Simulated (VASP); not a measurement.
# SiC (Moissanite 3C): time-dependent DFT spectra, part 3 of 5

Aim: the absorption of SiC (Moissanite 3C) from time-dependent DFT with and without exact exchange. The cell is of the zinc-blende type, one of the forms listed for this formula. The start is a cell from a database of measured crystal structures.

VASP 6.6.1, plane waves and PAW; the level of theory is named at each step.

So far, lowest excitation (eV): step 4 (casida equation on LDA, time-dependent LDA, Casida form) 4.51; step 5 (random-phase approximation on LDA, RPA spectrum on LDA) 4.52.

## (8) Empty bands, functional HSE06

Level of this step: HSE06; plane waves and PAW (Si, C) (VASP).

ALGO = Exact diagonalises the converged Hamiltonian in one step, and LOPTICS writes the k-derivatives of the orbitals (WAVEDER), which give the transition dipoles.

INCAR

```
SYSTEM = SiC
PREC = Accurate
ENCUT = 420
ISMEAR = 0
SIGMA = 0.01
LREAL = .FALSE.
LHFCALC = .TRUE.
AEXX = 0.25
GGA = PE
HFSCREEN = 0.2
LASPH = .TRUE.
NBANDS = 24
PRECFOCK = Fast
ALGO = Exact
NELM = 1
LWAVE = .TRUE.
LCHARG = .FALSE.
LOPTICS = .TRUE.
NEDOS = 1000
CSHIFT = 0.1
```

POSCAR

```
SiC
1.0
    0.0000000000      2.1790000000      2.1790000000
    2.1790000000      0.0000000000      2.1790000000
    2.1790000000      2.1790000000      0.0000000000
Si C
1 1
Direct
    0.0000000000      0.0000000000      0.0000000000
    0.7500000000      0.7500000000      0.7500000000
```

KPOINTS

```
Automatic mesh
0
Gamma
6 6 6
0 0 0
```

Potentials, in the order of the species: Si and C (PBE family, release 64).

The WAVECAR or CHGCAR of an earlier step is read.

The run is started by

```sh
$ mpirun -np 8 vasp_std
```

Log:

```text
[banner, memory and clock lines left out]
running    8 mpi-ranks, on    1 nodes
[...]
[... a notice as in an earlier step ...]

 LDA part: xc-table for (Slater+PW92), standard interpolation
 found WAVECAR, reading the header
  number of bands has changed, file:    10 present:    24
  trying to continue reading WAVECAR, but it might fail
 POSCAR, INCAR and KPOINTS ok, starting setup
[...]
reading WAVECAR
 random initialization beyond band           10
 the WAVECAR file was read successfully
 initial charge from wavefunction
 entering main loop
       N       E                     dE             d eps       ncg     rms          rms(c)
DIA:   1    -0.174585052980E+02   -0.17459E+02    0.00000E+00     0   0.000E+00
   1 F= -.17458505E+02 E0= -.17458505E+02  d E =-.459110E-24
 writing wavefunctions
 optical routines
 imaginary and real dielectric function
 recalculating local potential from charge density
 direction            1
 direction            2
 direction            3
```

It took 54 s on 8 MPI ranks of Intel Xeon 6975P-C (Granite Rapids), shared host; peak memory 1.7 GiB; 5.6 min of CPU time.

Parts of OUTCAR (step 8):

```text
 POSITION                                       TOTAL-FORCE (eV/Angst)
 -----------------------------------------------------------------------------------
      0.00000      0.00000      0.00000        -0.000000     -0.000000     -0.000000
      3.26850      3.26850      3.26850         0.000000      0.000000      0.000000
 -----------------------------------------------------------------------------------
    total drift:                               -0.000013      0.000003     -0.000004

  FREE ENERGIE OF THE ION-ELECTRON SYSTEM (eV)
  ---------------------------------------------------
  free  energy   TOTEN  =       -17.4585052980 eV

  energy  without entropy=      -17.4585052980  energy(sigma->0) =      -17.45850530

[... 2 parts as in an earlier step ...]

[... 1 further part left out ...]
[key lines of the parts left out:]
E-fermi :   7.5510
```

## (9) Casida equation on HSE06

This step: time-dependent HSE06, Casida form; plane waves and PAW (Si, C) (VASP 6.6.1).

The Casida equation, in the Tamm-Dancoff approximation (ANTIRES = 0), couples the pairs by a local exchange-correlation kernel and by exact exchange, which attracts electron and hole.

INCAR

```
SYSTEM = SiC
PREC = Accurate
ENCUT = 420
ISMEAR = 0
SIGMA = 0.01
LREAL = .FALSE.
LHFCALC = .TRUE.
AEXX = 0.25
GGA = PE
HFSCREEN = 0.2
LASPH = .TRUE.
NBANDS = 24
PRECFOCK = Fast
ALGO = TDHF
NBANDSO = 4
NBANDSV = 4
OMEGAMAX = 25
NEDOS = 1000
CSHIFT = 0.1
LWAVE = .FALSE.
LCHARG = .FALSE.
ANTIRES = 0
LFXC = .TRUE.
LADDER = .TRUE.
```

POSCAR is that of step 8.

KPOINTS is that of step 8.

The run starts from files that an earlier step left in the folder.

The run is started by

```sh
$ mpirun -np 8 vasp_std
```

Log:

```text
[banner, memory and clock lines left out]
 LDA part: xc-table for (Slater+PW92), standard interpolation
 found WAVECAR, reading the header
 POSCAR, INCAR and KPOINTS ok, starting setup
 FFT: planning ... GRIDC
 FFT: planning ... GRID_SOFT
 FFT: planning ... GRID
 reading WAVECAR
 the WAVECAR file was read successfully
 initial charge from wavefunction
 available memory per node:    130.89 GB, setting MAXMEM to    134035

 The Fermi energy was updated, please check that it is located mid-gap
 values below the HOMO (VB) or above the LUMO (CB) will cause erroneous energies
 E-fermi :   8.6087

 the WAVEDER file was read successfully
 responsefunction array rank=     232
 LDA part: xc-table for (Slater+PW92), standard interpolation

 Doing            0  frequencies on each core in blocks of            0
 parallelization over k-points
 Using distributed matrix
 Using distributed eigensolver
 allocating two-electron 4 orbital integral table    4    4    4    4
 BSE setting up matrix
 available memory per node:    131.15 GB, setting MAXMEM to    134294
 Calculate matrix elements of the BSE Hamiltonian:
 Workload is divided into blocks of two-electron 4 orbital integrals computed in
  parallel.
 Each block/integral has dimensions  of (   4,   4,   4,   4) orbitals
 Total number of blocks/integrals:                23436
 Number of spins:                                     1
 Number of kpoints:                                 216
 Spin channel:                                        1
  Number of blocks of unoccupied bands:               1
  Number of blocks of occupied bands:                 1
 Number of rows/columns of blocks:                  216

                                                        Time (sec)
               Integrals                 Ranks       Real         CPU
  [         1 -       1728/     23436]     8         0.23        0.00
  [      1729 -       3456/     23436]     8         0.47        0.00
  [      3457 -       5184/     23436]     8         0.69        0.00
  [      5185 -       6912/     23436]     8         0.90        0.00
  [      6913 -       8640/     23436]     8         1.14        0.00
  [      8641 -      10368/     23436]     8         1.37        0.00
  [     10369 -      12096/     23436]     8         1.59        0.00
  [     12097 -      13824/     23436]     8         1.80        0.00
  [     13825 -      15552/     23436]     8         2.01        0.00
  [     15553 -      17280/     23436]     8         2.23        0.00
  [     17281 -      19008/     23436]     8         2.48        0.00
  [     19009 -      20736/     23436]     8         2.70        0.00
  [     20737 -      22464/     23436]     8         2.92        0.00
  [     22465 -      23328/     23436]     8         3.07        0.00
  [     23329 -      23436/     23436]     8         3.09        0.00

[... 5 parts as in an earlier step ...]
```

It took 8.2 s on 8 MPI ranks; peak memory 2.4 GiB; 49 s of CPU time.

OUTCAR, selected parts (step 9):

```text
   NELECT =       8.0000    total number of electrons

 E-fermi :   8.6087

[... 8 parts as in an earlier step ...]

[... 2 further parts left out ...]
```

This step gave:

| Quantity | Value |
| --- | --- |
| lowest excitation | 5.676 eV |

The imaginary dielectric function, xx has structure finer than the step of the table below, so its rows give means over 0.5 eV, whole bins alone (the curve runs from 0 to 25 eV). Peaks (eV: height): 5.68: 9.65, 6.63: 27.4, 7.18: 21.8, 7.63: 45.5, 9.26: 10.6, 12.09: 9.13.

From 4 filled and 4 empty bands alone, without any pair above OMEGAMAX = 25 eV, so strength is missing wherever others contribute; lines are broadened by CSHIFT, which also makes the tail under the first line. Imaginary dielectric function, xx against photon energy; means over each step:

| photon energy (eV) | imaginary dielectric function, xx |
| --- | --- |
| 0.5 | 0.00973 |
| 1.0 | 0.0201 |
| 1.5 | 0.0317 |
| 2.0 | 0.0455 |
| 2.5 | 0.0630 |
| 3.0 | 0.0866 |
| 3.5 | 0.121 |
| 4.0 | 0.175 |
| 4.5 | 0.278 |
| 5.0 | 0.560 |
| 5.5 | 4.04 |
| 6.0 | 4.39 |
| 6.5 | 20.1 |
| 7.0 | 12.1 |
| 7.5 | 28.2 |
| 8.0 | 12.8 |
| 8.5 | 5.33 |
| 9.0 | 7.10 |
| 9.5 | 9.15 |
| 10.0 | 5.13 |
| 10.5 | 5.02 |
| 11.0 | 4.85 |
| 11.5 | 3.27 |
| 12.0 | 5.97 |
| 12.5 | 3.77 |
| 13.0 | 3.00 |
| 13.5 | 1.37 |
| 14.0 | 0.801 |
| 14.5 | 0.693 |
| 15.0 | 0.539 |
| 15.5 | 0.567 |
| 16.0 | 0.458 |
| 16.5 | 0.342 |
| 17.0 | 0.583 |
| 17.5 | 0.310 |
| 18.0 | 0.249 |
| 18.5 | 0.381 |
| 19.0 | 0.149 |
| 19.5 | 0.232 |
| 20.0 | 0.198 |
| 20.5 | 0.128 |
| 21.0 | 0.172 |
| 21.5 | 0.0743 |
| 22.0 | 0.0499 |
| 22.5 | 0.0355 |
| 23.0 | 0.0287 |
| 23.5 | 0.0311 |
| 24.0 | 0.0246 |
| 24.5 | 0.0178 |

Some of the lowest 40 states alone, with states under 2.5 meV apart joined, scaled to the strongest line shown. Lines of the exciton spectrum (strongest = 100):

| position (eV) | lines merged | oscillator strength |
| --- | --- | --- |
| 5.676 | 3 | 0.0 |
| 5.682 | 3 | 38 |
| 6.386 | 3 | 0.0 |
| 6.395 | 3 | 85 |
| 6.422 | 3 | 0.0 |
| 6.425 | 3 | 1.1 |
| 6.635 | 3 | 0.0 |
| 6.641 | 3 | 100 |
| 6.681 | 2 | 0.0 |
| 6.684 | 3 | 0.0 |
| 6.692 | 1 | 0.0 |

The lowest excitation lies at 5.676 eV, -77 meV against the direct gap of these orbitals, a distance that this coarse mesh makes far too large. It is dark; the first state with over 2 % of the strongest strength among the lowest 40 lies at 5.682 eV. Peak heights aren't converged with the mesh, least of all at the onset.

## (10) Random-phase approximation on HSE06

This step: RPA spectrum on HSE06; plane waves and PAW (Si, C) (VASP 6.6.1).

With the exchange-correlation kernel off, only the local fields remain: the random-phase approximation.

Edit INCAR of step 9 so:

```diff
@@ -22,3 +22,3 @@
 ANTIRES = 0
-LFXC = .TRUE.
-LADDER = .TRUE.
+LFXC = .FALSE.
+LADDER = .FALSE.
```

POSCAR is that of step 9.

KPOINTS is that of step 9.

The run is started by

```sh
$ mpirun -np 8 vasp_std
```

Log:

```text
[banner, memory and clock lines left out]
 LDA part: xc-table for (Slater+PW92), standard interpolation
 found WAVECAR, reading the header
 POSCAR, INCAR and KPOINTS ok, starting setup
 FFT: planning ... GRIDC
 FFT: planning ... GRID_SOFT
 FFT: planning ... GRID
 reading WAVECAR
 the WAVECAR file was read successfully
 initial charge from wavefunction
 available memory per node:    129.67 GB, setting MAXMEM to    132781

 Doing            0  frequencies on each core in blocks of            0
 parallelization over k-points
 Using distributed matrix
 Using distributed eigensolver
 allocating two-electron 4 orbital integral table    4    4    4    4
 BSE setting up matrix
 available memory per node:    129.49 GB, setting MAXMEM to    132594
 Calculate matrix elements of the BSE Hamiltonian:
 Workload is divided into blocks of two-electron 4 orbital integrals computed in
  parallel.
 Each block/integral has dimensions  of (   4,   4,   4,   4) orbitals
 Total number of blocks/integrals:                23436
 Number of spins:                                     1
 Number of kpoints:                                 216
 Spin channel:                                        1
  Number of blocks of unoccupied bands:               1
  Number of blocks of occupied bands:                 1
 Number of rows/columns of blocks:                  216

                                                        Time (sec)
               Integrals                 Ranks       Real         CPU
  [         1 -       1728/     23436]     8         0.16        0.00
  [      1729 -       3456/     23436]     8         0.30        0.00
  [      3457 -       5184/     23436]     8         0.45        0.00
  [      5185 -       6912/     23436]     8         0.57        0.00
  [      6913 -       8640/     23436]     8         0.69        0.00
  [      8641 -      10368/     23436]     8         0.85        0.00
  [     10369 -      12096/     23436]     8         1.01        0.00
  [     12097 -      13824/     23436]     8         1.18        0.00
  [     13825 -      15552/     23436]     8         1.31        0.00
  [     15553 -      17280/     23436]     8         1.46        0.00
  [     17281 -      19008/     23436]     8         1.61        0.00
  [     19009 -      20736/     23436]     8         1.82        0.00
  [     20737 -      22464/     23436]     8         2.00        0.00
  [     22465 -      23328/     23436]     8         2.08        0.00
  [     23329 -      23436/     23436]     8         2.10        0.00

[... 7 parts as in an earlier step ...]
```

It took 8.6 s on 8 MPI ranks; peak memory 2.4 GiB.

OUTCAR, selected parts (step 10):

```text
   NELECT =       8.0000    total number of electrons

 E-fermi :   8.6087

[... 8 parts as in an earlier step ...]

[... 2 further parts left out ...]
```

Numbers from this step:

```
lowest excitation : 5.754 eV
```

The imaginary dielectric function, xx has structure finer than the step of the table below, so its rows give means over 0.5 eV, whole bins alone (the curve runs from 0 to 25 eV). Peaks (eV: height): 6.76: 18.3, 7.26: 10.5, 8.01: 38.7, 9.96: 14.5, 12.64: 13.3, 13.34: 9.93.

From 4 filled and 4 empty bands alone, without any pair above OMEGAMAX = 25 eV, so strength is missing wherever others contribute; lines are broadened by CSHIFT, which also makes the tail under the first line. Table of imaginary dielectric function, xx by photon energy; means over each step:

photon energy (eV), imaginary dielectric function, xx and a bar:
```
      0.5        0.0 
      1.0        0.0 
      1.5        0.0 
      2.0        0.0 
      2.5        0.0 
      3.0        0.1 
      3.5        0.1 
      4.0        0.1 
      4.5        0.2 
      5.0        0.3 
      5.5        1.2 #
      6.0        1.8 ##
      6.5        6.8 #######
      7.0        8.6 #########
      7.5        7.2 ########
      8.0       27.6 ##############################
      8.5        8.1 #########
      9.0        5.9 ######
      9.5        8.3 #########
     10.0        9.2 ##########
     10.5        6.0 ######
     11.0        6.1 #######
     11.5        4.2 #####
     12.0        4.4 #####
     12.5        9.5 ##########
     13.0        6.7 #######
     13.5        6.8 #######
     14.0        2.1 ##
     14.5        1.9 ##
     15.0        1.2 #
     15.5        1.3 #
     16.0        1.0 #
     16.5        0.5 #
     17.0        1.1 #
     17.5        0.8 #
     18.0        0.6 #
     18.5        0.8 #
     19.0        0.4 
     19.5        0.5 #
     20.0        0.5 #
     20.5        0.2 
     21.0        0.5 
     21.5        0.2 
     22.0        0.1 
     22.5        0.1 
     23.0        0.0 
     23.5        0.1 
     24.0        0.1 
     24.5        0.0
```

The lowest excitation lies at 5.754 eV, +1 meV against the direct gap of these orbitals. It is dark; the first state with over 2 % of the strongest strength among the lowest 40 lies at 5.759 eV. Peak heights aren't converged with the mesh, least of all at the onset.

(Continued in part 4 of 5.)

[Lines on the potential files, build, host, timing and source positions are cut from VASP's logs without a mark.]

[Logs are printed without paths, hosts, clocks, repeated set-up lines and the standing remarks that a program may print on its own settings, such as how far it seeks lower states.]

[Hosts, paths, dates, database ids (printed as entryN), source tags and the programs' standing remarks are cut or masked in the printed files.]

[Pressures printed for these runs are not shown converged in the cutoff: they can be off by several GPa and have the wrong sign.]
